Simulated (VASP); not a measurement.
A convergence study with VASP on AgCl (space group Fm-3m): one setting is varied, all else stays as given below, so the limit is that of these other settings.

```
CELL_PARAMETERS angstrom
      0.00000     2.76112     2.76112
      2.76112     0.00000     2.76112
      2.76112     2.76112     0.00000
ATOMIC_POSITIONS crystal
  Ag 0.00000 0.00000 0.00000
  Cl 0.50000 0.50000 0.50000
```

Computed with PBE GGA, VASP's PBE PAW potentials (set 64) (plane waves; VASP). The tightest run used: 450 eV cut-off, 8×8×8 Γ-centred mesh, Gaussian smearing of 0.010 eV, potentials Ag Cl.

Problem. The settings run are ENCUT = 150; ENCUT = 180; ENCUT = 210; ENCUT = 255; ENCUT = 360; ENCUT = 450. From which on does the mean ε∞ stay within 0.1  of the tightest run?

Solution. From ENCUT = 210 on: it is off by 0.06 there and by no more than 0.1 in any finer run, while ENCUT = 180 is off by 0.23.
```
setting      mean ε∞  highest Γ mode (cm⁻¹)  plane waves  difference judged ()
-----------  -------  ---------------------  -----------  --------------------
ENCUT = 150     4.76                  120.3          190                  0.34
ENCUT = 180     4.87                   90.5          259                  0.23
ENCUT = 210     5.03                   98.6          303                  0.06
ENCUT = 255     5.10                  118.3          399                  0.00
ENCUT = 360     5.10                  112.3          666                  0.00
ENCUT = 450     5.10                  112.4          941                  0.00
```

Left out are rungs that failed or repeat a setting and relaxations that didn't move; long series are thinned to 24 rows.

The structure is a typed AgCl crystal (space group no. 225). The cell was not relaxed at this level.
